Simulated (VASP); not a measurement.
Output of a VASP run:

**OUTCAR**
```
 ion  position               nearest neighbor table
   1  0.000  0.000  0.000-   2 2.69   2 2.69   2 2.69   2 2.69
   2  0.750  0.750  0.750-   1 2.69   1 2.69   1 2.69   1 2.69
  LATTYP: Found a face centered cubic cell.
 ALAT       =     6.2067102402
 Subroutine PRICEL returns:
 Original cell was already a primitive cell.
 Subroutine GETGRP returns: Found 24 space group operations
The static configuration has the point symmetry T_d .
The dynamic configuration has the point symmetry T_d .
 Subroutine INISYM returns: Found 24 space group operations
 Subroutine IBZKPT returns following result:
 Found     29 irreducible k-points:

 Following reciprocal coordinates:
            Coordinates               Weight
  0.000000  0.000000  0.000000      1.000000
  0.125000  0.000000  0.000000      8.000000
  0.250000  0.000000  0.000000      8.000000
  0.375000  0.000000  0.000000      8.000000
  0.500000  0.000000  0.000000      4.000000
  0.125000  0.125000  0.000000      6.000000
  0.250000  0.125000  0.000000     24.000000
  0.375000  0.125000  0.000000     24.000000
  0.500000  0.125000  0.000000     24.000000
 -0.375000  0.125000  0.000000     24.000000
 -0.250000  0.125000  0.000000     24.000000
 -0.125000  0.125000  0.000000     12.000000
  0.250000  0.250000  0.000000      6.000000
  0.375000  0.250000  0.000000     24.000000
  0.500000  0.250000  0.000000     24.000000
 -0.375000  0.250000  0.000000     24.000000
 -0.250000  0.250000  0.000000     12.000000
  0.375000  0.375000  0.000000      6.000000
  0.500000  0.375000  0.000000     24.000000
 -0.375000  0.375000  0.000000     12.000000
  0.500000  0.500000  0.000000      3.000000
  0.375000  0.250000  0.125000     24.000000
  0.500000  0.250000  0.125000     48.000000
 -0.375000  0.250000  0.125000     24.000000
  0.500000  0.375000  0.125000     24.000000
 -0.375000  0.375000  0.125000     48.000000
 -0.250000  0.375000  0.125000     24.000000
 -0.375000  0.500000  0.125000     12.000000
 -0.250000  0.500000  0.250000      6.000000
   k-points           NKPTS =     29   k-points in BZ     NKDIM =     29   number of bands    NBANDS=     13
   number of dos      NEDOS =    301   number of ions     NIONS =      2
   total plane-waves  NPLWV =  13824
   dimension x,y,z NGX =    24 NGY =   24 NGZ =   24
   dimension x,y,z NGXF=    48 NGYF=   48 NGZF=   48
   ions per type =               1   1
   PREC   = normal    normal or accurate (medium, high low for compatibility)
   ISTART =      0    job   : 0-new  1-cont  2-samecut
   ICHARG =      2    charge: 1-file 2-atom 10-const
   ISPIN  =      1    spin polarized calculation?
   LNONCOLLINEAR =      F non collinear calculations
   LSORBIT =      F    spin-orbit coupling
   INIWAV =      1    electr: 0-lowe 1-rand  2-diag
   ENCUT  =  400.0 eV  29.40 Ry    5.42 a.u.   7.16  7.16  7.16*2*pi/ulx,y,z
   NELM   =    100;   NELMIN=  4; NELMDL= -5     # of ELM steps
   EDIFF  = 0.1E-04   stopping-criterion for ELM
   LREAL  =      F    real-space projection
   NLSPLINE    = F    spline interpolate recip. space projectors
   LMAXMIX     =    4 max onsite mixed and CHGCAR
   VOSKOWN=      0    Vosko Wilk Nusair interpolation
   EDIFFG = -.3E-01   stopping-criterion for IOM
   NSW    =     20    number of steps for IOM
   NBLOCK =      1;   KBLOCK =     20    inner block; outer block
   IBRION =      2    ionic relax: 0-MD 1-quasi-New 2-CG
   NFREE  =      1    steps in history (QN), initial steepest desc. (CG)
   ISIF   =      2    stress and relaxation
   ISYM   =      2    0-nonsym 1-usesym 2-fastsym
   TEIN   =    0.0    initial temperature
   TEBEG  =    0.0;   TEEND  =   0.0 temperature during run
   SMASS  =  -3.00    Nose mass-parameter (am)
   PSTRESS=    0.0 pullay stress
   NELECT =      18.0000    total number of electrons
   EFERMI =   0.00;   METHOD = LEGACY
   ISMEAR =     0;   SIGMA  =   0.05  broadening in eV -4-tet -1-fermi 0-gaus
   IALGO  =     68    algorithm
...
```

File OSZICAR:
```
       N       E                     dE             d eps       ncg     rms          rms(c)
DAV:   1     0.912518802745E+02    0.91252E+02   -0.77171E+03   794   0.993E+02
DAV:   2    -0.192776044615E+01   -0.93180E+02   -0.89339E+02   864   0.262E+02
DAV:   3    -0.586449837092E+01   -0.39367E+01   -0.39265E+01   884   0.558E+01
DAV:   4    -0.588359355094E+01   -0.19095E-01   -0.19094E-01   824   0.382E+00
DAV:   5    -0.588371383220E+01   -0.12028E-03   -0.12028E-03   889   0.279E-01    0.575E+00
RMM:   6    -0.551785764335E+01    0.36586E+00   -0.62248E-01   754   0.568E+00    0.464E+00
RMM:   7    -0.549722330795E+01    0.20634E-01   -0.16377E-01   754   0.242E+00    0.176E+00
RMM:   8    -0.549662290314E+01    0.60040E-03   -0.60779E-03   754   0.775E-01    0.554E-01
RMM:   9    -0.549700452636E+01   -0.38162E-03   -0.16122E-03   754   0.384E-01    0.139E-01
RMM:  10    -0.549702509324E+01   -0.20567E-04   -0.17574E-04   754   0.134E-01    0.435E-02
RMM:  11    -0.549707425397E+01   -0.49161E-04   -0.74875E-05   661   0.768E-02    0.133E-02
RMM:  12    -0.549707631656E+01   -0.20626E-05   -0.70152E-06   490   0.224E-02
   1 F= -.54970763E+01 E0= -.54970763E+01  d E =-.549708E+01
```

**OUTCAR**
```
------------------------ aborting loop because EDIFF is reached ----------------------------------------
  FORCE on cell =-STRESS in cart. coord.  units (eV):
  Direction    XX          YY          ZZ          XY          YZ          ZX
  --------------------------------------------------------------------------------------
  Total       -0.1279288     -0.1279288     -0.1279288      0.0000000      0.0000000      0.0000000
  in kB       -3.4288978     -3.4288978     -3.4288978      0.0000000      0.0000000      0.0000000
  external PRESSURE =      -3.4288978 kB  Pullay stress =       0.0000000 kB
  volume of cell :       59.78
      direct lattice vectors                 reciprocal lattice vectors
     0.000000000  3.103355120  3.103355120    -0.161115947  0.161115947  0.161115947
     3.103355120  0.000000000  3.103355120     0.161115947 -0.161115947  0.161115947
     3.103355120  3.103355120  0.000000000     0.161115947  0.161115947 -0.161115947
  FREE ENERGIE OF THE ION-ELECTRON SYSTEM (eV)
  ---------------------------------------------------
  free  energy   TOTEN  =        -5.4970763166 eV

  energy  without entropy=       -5.4970763166  energy(sigma->0) =       -5.49707632

 reached required accuracy - stopping structural energy minimisation
```
(Selected blocks of OUTCAR.)

POSCAR:
```
CdSe
1
   -0.0000000000     3.1033551201     3.1033551201
    3.1033551201    -0.0000000000     3.1033551201
    3.1033551201     3.1033551201    -0.0000000000
Cd Se
1 1
Direct
  0.0000000000   0.0000000000   0.0000000000
  0.7500000000   0.7500000000   0.7500000000
```

Question: Write an INCAR and KPOINTS that could have produced this output.

Answer: One answer among several that fit: the input of the run itself, PBE GGA, plane waves, VASP's PBE PAW potentials (set 64).

**KPOINTS**
```
kpoints
0
G
  8 8 8
```

### INCAR
```
! general
SYSTEM  = CdSe
PREC    = Normal
ENCUT   = 400   ! plane-wave cut-off (eV)
LREAL   = .False.
LASPH   = .True.   ! aspherical one-centre terms

! electronic loop
EDIFF   = 1E-5   ! SCF stop (eV)
NELM    = 100   ! most electronic steps
NELMIN  = 4
ALGO    = Fast
LMAXMIX = 4

! smearing
ISMEAR  = 0   ! Gaussian
SIGMA   = 0.05   ! width (eV)

! functional
GGA     = PE   ! PBE

! ions
IBRION  = 2   ! conjugate gradients
NSW     = 20   ! most ionic steps
ISIF    = 2   ! forces and stress, cell fixed
EDIFFG  = -0.03   ! ionic stop

! output
LWAVE   = .False.
LCHARG  = .False.
```

POTCAR, in this order: Cd Se (PBE.64 set). Program: vasp_std.

The compound is CdSe in the zinc blende structure, whereas wurtzite is the usual form. It was relaxed first, which changed the volume by +8 %.
